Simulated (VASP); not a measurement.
An input for Quantum ESPRESSO's pw.x (written as the equivalent of a VASP run, and not itself run):

```
&CONTROL
  calculation = 'scf'
  pseudo_dir = './pseudo'
  outdir = './out'
  tprnfor = .true.
  tstress = .true.
/
&SYSTEM
  ibrav = 0
  nat = 6
  ntyp = 2
  ecutwfc = 84
  occupations = 'tetrahedra'
  input_dft = 'pbe'
  vdw_corr = 'grimme-d3'
  dftd3_version = 3
  dftd3_threebody = .false.
/
&ELECTRONS
  conv_thr = 7.3e-09
  electron_maxstep = 100
/
ATOMIC_SPECIES
  Ti 47.867 Ti.upf
  O 15.999 O.upf
CELL_PARAMETERS angstrom
     4.6276741    0.0000000    0.0000000
    -0.0000000    4.6276741    0.0000000
     0.0000000    0.0000000    2.9604358
ATOMIC_POSITIONS crystal
  Ti   0.0000000  0.0000000  0.0000000
  Ti   0.5000000  0.5000000  0.5000000
  O    0.3045069  0.3045069  1.0000000
  O    0.8045069  0.1954931  0.5000000
  O    0.1954931  0.8045069  0.5000000
  O    0.6954931  0.6954931  0.0000000
K_POINTS automatic
  6 6 8 0 0 0
```

### Question
Translate this input to VASP (INCAR, KPOINTS, POSCAR, choice of POTCAR).

### Answer
Several could match; the one computed here: 
### KPOINTS
```
Automatic mesh
0
Gamma
6 6 8
0 0 0
```

### INCAR
```
ALGO = Normal
EDIFF = 1E-7
ENCUT = 520
GGA = PE
ISIF = 2
ISMEAR = -5
IVDW = 11
LASPH = .True.
LCHARG = .True.
LEFG = .True.
LMAXMIX = 4
LORBIT = 11
LREAL = .False.
LWAVE = .False.
NEDOS = 601
NELM = 100
PREC = Accurate
SYSTEM = TiO2
```

### POSCAR
```
TiO2
1
    4.6276741467     0.0000000000     0.0000000000
   -0.0000000000     4.6276741467     0.0000000000
    0.0000000000     0.0000000000     2.9604358053
Ti O
2 4
Direct
  0.0000000000   0.0000000000   0.0000000000
  0.5000000000   0.5000000000   0.5000000000
  0.3045069180   0.3045069180   1.0000000000
  0.8045069180   0.1954930820   0.5000000000
  0.1954930820   0.8045069180   0.5000000000
  0.6954930820   0.6954930820   0.0000000000
```

POTCAR, in this order: Ti_sv O (PBE.64 set). Program: vasp_std.

The two are equivalent in intent, not identical: the potentials are each code's own (VASP's PAW set, PseudoDojo norm-conserving files in pw.x), so ENCUT and ecutwfc are chosen apart and not converted; conv_thr bounds pw.x's estimated SCF error, while EDIFF bounds the energy change between steps; the field gradients of LEFG aren't asked of the other code.

The compound is TiO2 in the rutile structure. It was relaxed first.
